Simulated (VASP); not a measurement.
# CdBr: changing spin-orbit coupling

The cell as given:

The structure is cubic, space group Fm-3m (No. 225). The conventional cell has a = 6.145 Å, b = 6.145 Å, c = 6.145 Å, α = 90.00°, β = 90.00°, γ = 90.00°. Around Cd (site symmetry m-3m) lie 6 Br at 3.07 Å. Br (site symmetry m-3m) has 6 Cd at 3.07 Å as nearest neighbours.

The cell comes from a database or a generator and needn't be the form met in nature.

Kept alike: task relaxation of cell and atoms; functional LDA; k mesh 6 × 6 × 6; occupations fermi-dirac, width 0.05 eV. Program: VASP, LDA PAW files Br, Cd, 600 eV. The mesh is that of the run's cell of 2 atoms.

| spin-orbit coupling | volume (Å³/atom) |
| --- | --- |
| off | 26.652 |
| on | 26.598 |

The relaxations keep at least the cell's symmetry (Fm-3m). Relaxations stop with a little pressure left, so the last digits of a volume or edge aren't settled.

The volume runs from 26.598 (on) to 26.652 Å³/atom (off).
